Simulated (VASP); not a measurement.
A cell of CuZn (CsCl type) near equilibrium:

```
CuZn
1.0
    2.90691     0.00000     0.00000
    0.00000     2.90691     0.00000
    0.00000     0.00000     2.90691
Zn Cu
1 1
Direct
  0.50000   0.50000   0.50000
  0.00000   0.00000   0.00000
```

Calculation: PBEsol GGA, VASP's PBE PAW potentials (set 64) (plane waves; VASP 6.6.1).

| run | ΔE (meV/atom) | σxx | σyy | σzz | largest shear component, with its sign (GPa) | largest force (eV/Å) |
|---|---|---|---|---|---|---|
| as it is | 0.0 | 0.91 | 0.91 | 0.91 | 0.00 | 0.000 |
| after one change | 7.2 | 1.39 | 1.39 | 0.98 | 0.00 | 0.389 |
Stress is in GPa, positive when the cell is compressed.

Problem. Which change was made?
A) isotropic strain of -1.5 %
B) atom 2 (Cu) moved by -0.200 Å along z
C) atom 2 (Cu) moved by -0.075 Å along z
D) isotropic strain of -2.0 %

Solution. C, atom 2 (Cu) moved by -0.075 Å along z

The compound is CuZn in the CsCl type structure. The electron count is odd and the run is not spin-polarised, which forces a metal.
